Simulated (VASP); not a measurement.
## AlFe3B: equation of state with PBE

Crystal: AlFe3B.

```xyz
5
Lattice="3.8223 0.0000 0.0000 0.0000 3.8223 0.0000 0.0000 0.0000 3.8223" Properties=species:S:1:pos:R:3 pbc="T T T"
Fe    0.0000    0.0000    1.9112
Fe    0.0000    1.9112    0.0000
Fe    1.9112    0.0000    0.0000
Al    1.9112    1.9112    1.9112
B     0.0000    0.0000    0.0000
```

The cell comes from a database or a generator and needn't be the stable form of this composition.

* Program: VASP 6.6.1
* Task: equation of state
* Functional: PBE
* Potentials or basis: VASP PAW PBE potentials, release 64 (Fe, Al, B)
* Cutoff: 520 eV
* k mesh: 7 × 7 × 7
* Occupations: fermi-dirac, width 0.05 eV
* Spin: collinear spin, ferromagnetic start
* Starting moments: [3.0, 3.0, 3.0, 0.0, 0.0] μB

| Quantity | Value |
| --- | --- |
| Equilibrium volume | 11.12 Å³/atom |
| Bulk modulus | 192 GPa |
| Pressure derivative of the bulk modulus | 4.6 (rough: it moves with the points fitted) |

Energy against volume, from the lowest point:
```tsv
volume (Å³/atom)	energy (meV/atom)
10.499	23.24
10.722	9.16
10.946	1.62
11.169	0.00
11.392	3.67
11.616	12.06
11.839	24.57
```

All runs of the series together: 8.7 min on 1 thread of Intel(R) Xeon(R) Platinum 8488C (Sapphire Rapids) (shared host).
